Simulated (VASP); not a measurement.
Data:

```
CELL_PARAMETERS angstrom
      1.50192    -2.60140     0.00000
      1.50192     2.60140     0.00000
      0.00000     0.00000     5.66496
ATOMIC_POSITIONS crystal
  Cd 0.33333 0.66667 0.25000
  Cd 0.66667 0.33333 0.75000
```

These are PBE GGA, VASP's PBE PAW potentials (set 64) (plane waves; VASP 6.6.1) values and carry that method's errors. Run with 300 eV cut-off, 13×13×6 Γ-centred mesh, Gaussian smearing of 0.10 eV, potentials Cd.

At this cut-off the stress carries a Pulay error, which pulls relaxed volumes low.

Task: Estimate the energy per atom (σ→0), pressure, band gap (on the k-mesh) with the smallest direct gap where there is one.

Result: 
```yaml
band gap (on the k-mesh): none (metal, semimetal or under 0.01 eV)
energy per atom (σ→0): -0.748 eV/atom
pressure: 1.62 GPa
```

The absolute energy has meaning only against runs of the same code, potentials and settings.

The structure is a typed Cd crystal (P6_3/mmc). The cell was not relaxed at this level.
